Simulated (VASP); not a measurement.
Consider the following.

```
Pd16Cl
1.0
    5.57642     0.00000     0.00000
    2.78821     4.82932     0.00000
    0.00000     0.00000    21.02088
Pd Cl
16 1
Direct
  0.00000   0.00000   0.33755
  0.50000   0.00000   0.33755
  0.00000   0.50000   0.33755
  0.50000   0.50000   0.33755
  0.16667   0.16667   0.44585
  0.66667   0.16667   0.44585
  0.16667   0.66667   0.44585
  0.66667   0.66667   0.44585
  0.83333   0.33333   0.55415
  0.33333   0.33333   0.55415
  0.83333   0.83333   0.55415
  0.33333   0.83333   0.55415
  0.00000   0.00000   0.66245
  0.50000   0.00000   0.66245
  0.00000   0.50000   0.66245
  0.50000   0.50000   0.66245
  0.16667   0.16667   0.73218
```

Calculation: PBE GGA, VASP's PBE PAW potentials (set 64) (plane waves; VASP). Settings: PREC = Normal, EDIFF = 1E-5, 400 eV cut-off, 6×6×1 Γ-centred mesh, first-order Methfessel-Paxton smearing of 0.10 eV, potentials Pd Cl.

Task: The ions are relaxed. Which structure does the run end with?

Result: 
```
Pd16Cl
1.0
    5.57642     0.00000     0.00000
    2.78821     4.82932     0.00000
    0.00000     0.00000    21.02088
Pd Cl
16 1
Direct
  0.00011   0.00011   0.33694
  0.49979   0.00011   0.33694
  0.00011   0.49979   0.33694
  0.50000   0.50000   0.33763
  0.16667   0.16667   0.44497
  0.66765   0.16470   0.44558
  0.16470   0.66765   0.44558
  0.66765   0.66765   0.44558
  0.83476   0.33262   0.55193
  0.33262   0.33262   0.55193
  0.83333   0.83333   0.55567
  0.33262   0.83476   0.55193
  0.99603   0.99603   0.66178
  0.50794   0.99603   0.66178
  0.99603   0.50794   0.66178
  0.50000   0.50000   0.65823
  0.16667   0.16667   0.74702
```

Task: How much energy does the relaxation gain?

Result: The energy (σ→0) changes by -38.2 meV/atom, in 10 ionic steps.

The cell is a thin slab with vacuum, built from Pd (fcc): (111) face, Cl adsorbed.
